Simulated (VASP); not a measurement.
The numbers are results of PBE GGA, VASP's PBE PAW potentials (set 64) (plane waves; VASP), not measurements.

VASP ran on this input.

**KPOINTS**
```
K-points
0
Gamma
 5 5 5
```

**INCAR**
```
LWAVE = .False.
ENCUT = 400   ! plane-wave cut-off (eV)
LASPH = .True.   ! aspherical one-centre terms
SIGMA = 0.05   ! width (eV)
ALGO = Normal   ! blocked Davidson
PREC = Accurate
GGA = PE
LREAL = .False.
LMAXMIX = 4   ! l cut-off of mixed one-centre charges
ISMEAR = 0
EDIFF = 1E-6
ISIF = 2
SYSTEM = AgCl
NELM = 100
LCHARG = .False.
```

File POSCAR:
```
AgCl
2.7750
  0.0000000000   1.0000000000   1.0000000000
  1.0000000000   0.0000000000   1.0000000000
  1.0000000000   1.0000000000   0.0000000000
Ag Cl
1 1
Cartesian
  0.0000000000   0.0000000000   0.0000000000
  1.0000000000   1.0000000000   1.0000000000
```

POTCAR, in this order: Ag Cl (PBE.64 set). Program: vasp_std.

The resulting files:

**OUTCAR**
```
 ion  position               nearest neighbor table
   1  0.000  0.000  0.000-   2 2.77   2 2.77   2 2.77   2 2.77   2 2.77   2 2.77
   2  0.500  0.500  0.500-   1 2.77   1 2.77   1 2.77   1 2.77   1 2.77   1 2.77
  LATTYP: Found a face centered cubic cell.
 ALAT       =     5.5500000000
 Subroutine PRICEL returns:
 Original cell was already a primitive cell.
 Subroutine GETGRP returns: Found 48 space group operations
The static configuration has the point symmetry O_h .
The dynamic configuration has the point symmetry O_h .
 Subroutine INISYM returns: Found 48 space group operations
 Subroutine IBZKPT returns following result:
 Found     10 irreducible k-points:

 Following reciprocal coordinates:
            Coordinates               Weight
  0.000000  0.000000  0.000000      1.000000
  0.200000  0.000000  0.000000      8.000000
  0.400000  0.000000  0.000000      8.000000
  0.200000  0.200000  0.000000      6.000000
  0.400000  0.200000  0.000000     24.000000
 -0.400000  0.200000  0.000000     24.000000
 -0.200000  0.200000  0.000000     12.000000
  0.400000  0.400000  0.000000      6.000000
 -0.400000  0.400000  0.000000     12.000000
...
```

OSZICAR:
```
       N       E                     dE             d eps       ncg     rms          rms(c)
DAV:   1     0.836957533482E+02    0.83696E+02   -0.77183E+03   284   0.101E+03
DAV:   2    -0.234626975647E+01   -0.86042E+02   -0.81525E+02   305   0.227E+02
DAV:   3    -0.554905753929E+01   -0.32028E+01   -0.31968E+01   315   0.460E+01
DAV:   4    -0.557662716415E+01   -0.27570E-01   -0.27568E-01   300   0.471E+00
DAV:   5    -0.557702411255E+01   -0.39695E-03   -0.39695E-03   300   0.560E-01    0.634E+00
DAV:   6    -0.539711885761E+01    0.17991E+00   -0.32916E-01   275   0.783E+00    0.415E+00
DAV:   7    -0.539334900119E+01    0.37699E-02   -0.10570E-01   260   0.257E+00    0.200E+00
DAV:   8    -0.539266134379E+01    0.68766E-03   -0.53782E-03   265   0.899E-01    0.313E-01
DAV:   9    -0.539273016291E+01   -0.68819E-04   -0.69701E-04   275   0.376E-01    0.438E-02
DAV:  10    -0.539279640300E+01   -0.66240E-04   -0.10118E-04   260   0.101E-01    0.276E-02
DAV:  11    -0.539280192350E+01   -0.55205E-05   -0.53740E-06   290   0.203E-02    0.357E-03
DAV:  12    -0.539280197880E+01   -0.55300E-07   -0.23736E-07   150   0.629E-03
   1 F= -.53928020E+01 E0= -.53928020E+01  d E =-.234867E-18
```

OUTCAR:
```
------------------------ aborting loop because EDIFF is reached ----------------------------------------
  FORCE on cell =-STRESS in cart. coord.  units (eV):
  Direction    XX          YY          ZZ          XY          YZ          ZX
  --------------------------------------------------------------------------------------
  Total        0.3279193      0.3279193      0.3279193      0.0000000      0.0000000      0.0000000
  in kB       12.2930199     12.2930199     12.2930199      0.0000000      0.0000000      0.0000000
  external PRESSURE =      12.2930199 kB  Pullay stress =       0.0000000 kB
  volume of cell :       42.74
      direct lattice vectors                 reciprocal lattice vectors
     0.000000000  2.775000000  2.775000000    -0.180180180  0.180180180  0.180180180
     2.775000000  0.000000000  2.775000000     0.180180180 -0.180180180  0.180180180
     2.775000000  2.775000000  0.000000000     0.180180180  0.180180180 -0.180180180
  FREE ENERGIE OF THE ION-ELECTRON SYSTEM (eV)
  ---------------------------------------------------
  free  energy   TOTEN  =        -5.3928019788 eV

  energy  without entropy=       -5.3928019788  energy(sigma->0) =       -5.39280198
```
(Selected blocks of OUTCAR.)

OUTCAR:
```
 val. band max:        3.6501329925   @ k =   0.4000   0.0000   0.0000

 cond. band min:       4.7013728158   @ k =   0.0000   0.0000   0.0000


 Fermi energy:         3.9553958592

 k-point     1 :       0.0000    0.0000    0.0000
  band No.  band energies     occupation
      1     -11.3411      2.00000
      2       1.3618      2.00000
      3       1.3618      2.00000
      4       1.3618      2.00000
      5       1.4029      2.00000
      6       1.4029      2.00000
      7       1.4814      2.00000
      8       1.4814      2.00000
      9       1.4814      2.00000
     10       4.7014      0.00000
     11      14.6496      0.00000
     12      14.6496      0.00000
     13      14.6496      0.00000

 k-point     2 :       0.2000    0.0000    0.0000
  band No.  band energies     occupation
      1     -11.1983      2.00000
      2       0.0298      2.00000
      3       0.3475      2.00000
      4       0.3475      2.00000
      5       1.4854      2.00000
      6       1.4854      2.00000
      7       1.7330      2.00000
      8       2.7064      2.00000
      9       2.7064      2.00000
     10       6.1951      0.00000
     11      12.2334      0.00000
     12      13.5531      0.00000
     13      13.5531      0.00000

 k-point     3 :       0.4000    0.0000    0.0000
  band No.  band energies     occupation
      1     -10.9487      2.00000
      2      -1.2447      2.00000
      3      -0.2681      2.00000
      4      -0.2681      2.00000
      5       1.6900      2.00000
      6       1.6900      2.00000
      7       1.9870      2.00000
      8       3.6501      2.00000
      9       3.6501      2.00000
     10       7.8662      0.00000
     11      10.4611      0.00000
     12      11.7379      0.00000
     13      11.7379      0.00000

 k-point     4 :       0.2000    0.2000    0.0000
  band No.  band energies     occupation
      1     -11.1637      2.00000
      2      -0.4120      2.00000
      3       0.8269      2.00000
...
```

The compound is AgCl in the rock salt structure. The cell was not relaxed at this level. The run is one of a series of settings (KPOINTS 5×5×5 Γ-centred mesh against the base run), some of them coarse on purpose.
